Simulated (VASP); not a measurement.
Method: revPBE GGA, VASP's PBE PAW potentials (set 64) (plane waves; VASP).

A VASP calculation is set up with these files.

File POSCAR:
```
GaN
1.0
  0.0000000000   2.3090982519   2.3090982519
  2.3090982519   0.0000000000   2.3090982519
  2.3090982519   2.3090982519   0.0000000000
Ga N
1 1
Cart
  0.0000000000   0.0000000000   0.0000000000
  1.1545491260   1.1545491260   1.1545491260
```

File KPOINTS:
```
Automatic mesh
0
G
  10 10 10
0 0 0
```

INCAR:
```
# general
SYSTEM  = GaN
PREC    = Accurate
ENCUT   = 520   # plane-wave cut-off (eV)
LREAL   = F   # projection in real space or not
LASPH   = T

# electronic loop
EDIFF   = 1E-7
NELM    = 100   # most electronic steps
ALGO    = Normal
LMAXMIX = 4

# smearing
ISMEAR  = 0   # Gaussian
SIGMA   = 0.05

# functional
GGA     = RE   # revPBE

# ions
ISIF    = 2   # forces and stress, cell fixed

# output
LWAVE   = F
LCHARG  = F
```

POTCAR, in this order: Ga_d N (PBE.64 set). Program: vasp_std.

The resulting files:

File OSZICAR:
```
       N       E                     dE             d eps       ncg     rms          rms(c)
DAV:   1     0.951628884280E+02    0.95163E+02   -0.98038E+03  1288   0.247E+03
DAV:   2    -0.530481049757E+01   -0.10047E+03   -0.94207E+02  1428   0.371E+02
DAV:   3    -0.131634959328E+02   -0.78587E+01   -0.78043E+01  1372   0.919E+01
DAV:   4    -0.133141372856E+02   -0.15064E+00   -0.15045E+00  1450   0.138E+01
DAV:   5    -0.133165501065E+02   -0.24128E-02   -0.24128E-02  1357   0.146E+00    0.747E+00
DAV:   6    -0.114470344938E+02    0.18695E+01   -0.59377E+00  1868   0.456E+01    0.272E+00
DAV:   7    -0.114561867934E+02   -0.91523E-02   -0.32140E-01  1227   0.816E+00    0.177E+00
DAV:   8    -0.114580740124E+02   -0.18872E-02   -0.79725E-02  1403   0.428E+00    0.888E-01
DAV:   9    -0.114520541773E+02    0.60198E-02   -0.20546E-02  1835   0.342E+00    0.239E-01
DAV:  10    -0.114526686342E+02   -0.61446E-03   -0.17833E-03  1274   0.614E-01    0.117E-01
DAV:  11    -0.114525796093E+02    0.89025E-04   -0.30749E-04  1714   0.358E-01    0.811E-03
DAV:  12    -0.114525901742E+02   -0.10565E-04   -0.41578E-05  1375   0.781E-02    0.679E-03
DAV:  13    -0.114525899687E+02    0.20556E-06   -0.17039E-06  1412   0.135E-02    0.219E-03
DAV:  14    -0.114525898908E+02    0.77827E-07   -0.18209E-07  1223   0.512E-03
   1 F= -.11452590E+02 E0= -.11452590E+02  d E =-.278144E-12
```

### OUTCAR
```
------------------------ aborting loop because EDIFF is reached ----------------------------------------
  FORCE on cell =-STRESS in cart. coord.  units (eV):
  Direction    XX          YY          ZZ          XY          YZ          ZX
  --------------------------------------------------------------------------------------
  Total       -0.6761163     -0.6761163     -0.6761163     -0.0000000      0.0000000     -0.0000000
  in kB      -43.9921047    -43.9921047    -43.9921047     -0.0000000      0.0000000     -0.0000000
  external PRESSURE =     -43.9921047 kB  Pullay stress =       0.0000000 kB
  volume of cell :       24.62
      direct lattice vectors                 reciprocal lattice vectors
     0.000000000  2.309098252  2.309098252    -0.216534744  0.216534744  0.216534744
     2.309098252  0.000000000  2.309098252     0.216534744 -0.216534744  0.216534744
     2.309098252  2.309098252  0.000000000     0.216534744  0.216534744 -0.216534744
  FREE ENERGIE OF THE ION-ELECTRON SYSTEM (eV)
  ---------------------------------------------------
  free  energy   TOTEN  =       -11.4525898908 eV

  energy  without entropy=      -11.4525898908  energy(sigma->0) =      -11.45258989
```
(Selected blocks of OUTCAR.)

### OUTCAR
```
 val. band max:        4.6196426094   @ k =   0.0000   0.0000   0.0000

 cond. band min:       5.9134593118   @ k =   0.0000   0.0000   0.0000


 Fermi energy:         4.8406252827

 k-point     1 :       0.0000    0.0000    0.0000
  band No.  band energies     occupation
      1     -10.7490      2.00000
      2      -8.7911      2.00000
      3      -8.7911      2.00000
      4      -8.7911      2.00000
      5      -8.5391      2.00000
      6      -8.5391      2.00000
      7       4.6196      2.00000
      8       4.6196      2.00000
      9       4.6196      2.00000
     10       5.9135      0.00000
     11      14.5186      0.00000
     12      14.5187      0.00000
     13      14.5187      0.00000

 k-point     2 :       0.1000    0.0000    0.0000
  band No.  band energies     occupation
      1     -10.6579      2.00000
      2      -8.7802      2.00000
      3      -8.7802      2.00000
      4      -8.7458      2.00000
      5      -8.5400      2.00000
      6      -8.5400      2.00000
      7       3.4908      2.00000
      8       4.5231      2.00000
      9       4.5231      2.00000
     10       6.8307      0.00000
     11      14.0324      0.00000
     12      14.6684      0.00000
     13      14.6684      0.00000

 k-point     3 :       0.2000    0.0000    0.0000
  band No.  band energies     occupation
      1     -10.4390      2.00000
      2      -8.7550      2.00000
      3      -8.7550      2.00000
      4      -8.5648      2.00000
      5      -8.5387      2.00000
      6      -8.5387      2.00000
      7       1.7799      2.00000
      8       4.2855      2.00000
      9       4.2855      2.00000
     10       7.8937      0.00000
     11      13.2813      0.00000
     12      14.9195      0.00000
     13      14.9195      0.00000

 k-point     4 :       0.3000    0.0000    0.0000
  band No.  band energies     occupation
      1     -10.2290      2.00000
      2      -8.7326      2.00000
      3      -8.7326      2.00000
...
```

The compound is GaN in the zinc blende structure, a metastable form; wurtzite is the usual one. This cell is one point of a volume scan, at 1.03 of the reference volume.
